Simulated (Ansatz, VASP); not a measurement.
## One calculation of Na2Ru, two programs

```
Na Ru
1.0
     3.49295    0.00000    0.00000
     0.00000    3.49295    0.00000
     0.00000    0.00000   11.86389
Na Ru
4 2
Direct
  0.00000 0.00000 0.00000
  0.50000 0.50000 0.00000
  0.00000 0.50000 0.28396
  0.50000 0.00000 0.71604
  0.00000 0.50000 0.53098
  0.50000 0.00000 0.46902
```

Alike in both runs: functional PBE; k mesh 4 × 4 × 4; occupations gaussian, width 0.1 eV; no spin polarisation.

Ansatz relaxed the structure, and its values are those at the end. VASP's run is a single point on that final structure, the one shown.

|  | VASP | Ansatz |
| --- | --- | --- |
| version | VASP 6.6.1 | Ansatz 0.2.0 |
| potentials or method | VASP PAW PBE potentials, release 64 (Na_pv, Ru_pv) | scalar-relativistic, plane waves, PAW |
| plane-wave cutoff (eV) | 520 | 420 |
| valence electrons in the cell | 56 | 68 |

Ansatz gave:

```
gap on the k mesh at the Fermi level (eV) : none
pressure (GPa)                            : 0.0
rms of the force components (eV/Å)        : 0.002
```

Problem. Which values does VASP return?

Solution. gap on the k mesh at the Fermi level (eV): none; pressure (GPa): 0.0; rms of the force components (eV/Å): 0.004.

A gap of «none» marks a metal or a gap that the smearing closes. The functional is the same, so the differences come from potentials, cutoffs and numerics. The two sets of potentials don't hold the same shells in valence.

Caveats: the k mesh is coarse (spacing up to 0.45 Å⁻¹), so the values aren't converged.
